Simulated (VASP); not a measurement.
A convergence study with VASP on Mg2Ge (antifluorite): one setting is varied, all else stays as given below, so the limit is that of these other settings.

```
Mg2Ge
1.0
    0.00000     3.19500     3.19500
    3.19500     0.00000     3.19500
    3.19500     3.19500     0.00000
Mg Ge
2 1
Direct
  0.25000   0.25000   0.25000
  0.75000   0.75000   0.75000
  0.00000   0.00000   0.00000
```

All values below come from PBE GGA, VASP's PBE PAW potentials (set 64) (plane waves; VASP). The tightest run used: 600 eV cut-off, 5×5×5 Γ-centred mesh, Gaussian smearing of 0.010 eV, potentials Mg Ge_d.

**Question.** The settings run are ENCUT = 200; ENCUT = 300; ENCUT = 400; ENCUT = 500; ENCUT = 600. From which on does the mean ε∞ stay within 0.05  of the tightest run?

**Answer.** From ENCUT = 300 on: it is off by 0.03 there and by no more than 0.05 in any finer run, while ENCUT = 200 is off by 1.69.
| setting | mean ε∞ | highest Γ mode (cm⁻¹) | plane waves | difference judged () |
|---|---|---|---|---|
| ENCUT = 200 | 32.27 | 253.7 | 432 | 1.69 |
| ENCUT = 300 | 30.60 | 253.2 | 785 | 0.03 |
| ENCUT = 400 | 30.57 | 253.3 | 1243 | 0.00 |
| ENCUT = 500 | 30.58 | 253.3 | 1667 | 0.00 |
| ENCUT = 600 | 30.57 | 253.3 | 2190 | 0.00 |

Left out are rungs that failed or repeat a setting and relaxations that didn't move; long series are thinned to 24 rows.

The compound is Mg2Ge in the antifluorite structure. The cell was not relaxed at this level.
